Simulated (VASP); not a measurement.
Input for VASP

File POSCAR:
```
Te
1.0
  4.6013500000   0.0000000000   0.0000000000
 -2.3006750000   3.9848860000   0.0000000000
  0.0000000000   0.0000000000   5.9000600000
Te
3
direct
  0.2591570000   0.0001410000   0.3285940000
 -0.0015860000   0.2588040000   0.6733630000
  0.7424290000   0.7410550000  -0.0019570000
```

### KPOINTS
```
Regular mesh
0
G
  4 4 4
0 0 0
```

**INCAR**
```
SYSTEM = Te
PREC = Accurate
ENCUT = 150
EDIFF = 1E-03
NELM = 100
ALGO = Normal
LREAL = .FALSE.
LASPH = .TRUE.
ISMEAR = 0
SIGMA = 0.1
LMAXMIX = 4
LWAVE = .FALSE.
LCHARG = .FALSE.
ISIF = 3
IBRION = 2
NSW = 50
EDIFFG = -0.01
```

POTCAR, in this order: Te (LDA.64 set). Program: vasp_std.

### Question
Write an equivalent input for Quantum ESPRESSO's pw.x.

### Answer
One equivalent input (not run):
```
&CONTROL
  calculation = 'vc-relax'
  pseudo_dir = './pseudo'
  outdir = './out'
  tprnfor = .true.
  tstress = .true.
  nstep = 50
  forc_conv_thr = 0.00039
/
&SYSTEM
  ibrav = 0
  nat = 3
  ntyp = 1
  ecutwfc = 82.3
  occupations = 'smearing'
  smearing = 'gaussian'
  degauss = 0.00735
  input_dft = 'pz'
/
&ELECTRONS
  conv_thr = 7.3e-05
  electron_maxstep = 100
/
&IONS
/
&CELL
/
ATOMIC_SPECIES
  Te 127.600 Te.upf
CELL_PARAMETERS angstrom
     4.6013500    0.0000000    0.0000000
    -2.3006750    3.9848860    0.0000000
     0.0000000    0.0000000    5.9000600
ATOMIC_POSITIONS crystal
  Te   0.2591570  0.0001410  0.3285940
  Te  -0.0015860  0.2588040  0.6733630
  Te   0.7424290  0.7410550 -0.0019570
K_POINTS automatic
  4 4 4 0 0 0
```
The two are equivalent in intent, not identical: the potentials are each code's own (VASP's PAW set, PseudoDojo norm-conserving files in pw.x), so ENCUT and ecutwfc are chosen apart and not converted; conv_thr bounds pw.x's estimated SCF error, while EDIFF bounds the energy change between steps; forc_conv_thr acts on force components and is met together with etot_conv_thr.

The structure comes from a computed database's Te entry; how it stands against other phases isn't given here. In the starting cell atoms are displaced from their ideal sites. This run relaxes it. The k-mesh is coarse (spacing up to 0.42 per Å, 2π included), so the numbers may not be converged in it. The run is one of a series of settings (EDIFF = 1E-03, EDIFFG = -0.01, ENCUT = 150, IBRION = 2, ISIF = 3, NSW = 50, KPOINTS 4×4×4 Γ-centred mesh against the base run), some of them coarse on purpose.
